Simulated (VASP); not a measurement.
# HfMg3: equation of state with PBE

Crystal: HfMg3.

```
Hf Mg
1.0
     4.43338    0.00000    0.00000
     0.00000    4.43338    0.00000
     0.00000    0.00000    4.43338
Hf Mg
1 3
Direct
  0.00000 0.00000 0.00000
  0.00000 0.50000 0.50000
  0.50000 0.00000 0.50000
  0.50000 0.50000 0.00000
```

The cell comes from a database or a generator and needn't be the stable form of this composition.

```json
{
 "Program": "VASP 6.6.1",
 "Task": "equation of state",
 "Functional": "PBE",
 "Potentials or basis": "VASP PAW PBE potentials, release 64 (Hf_pv, Mg)",
 "Cutoff": "520 eV",
 "k mesh": "6 × 6 × 6",
 "Occupations": "fermi-dirac, width 0.05 eV",
 "Spin": "no spin polarisation"
}
```

- Equilibrium volume: 21.77 Å³/atom
- Bulk modulus: 57 GPa
- Pressure derivative of the bulk modulus: 3.9

Energy against volume, from the lowest point:
```tsv
volume (Å³/atom)	energy (meV/atom)
20.477	15.00
20.913	6.36
21.349	1.47
21.784	0.00
22.220	1.62
22.656	6.04
23.091	13.00
```

All runs of the series together: 2.3 min on 1 thread of Intel(R) Xeon(R) Platinum 8488C (Sapphire Rapids) (shared host).

Spin-orbit coupling is left out, which matters for the levels of Hf.
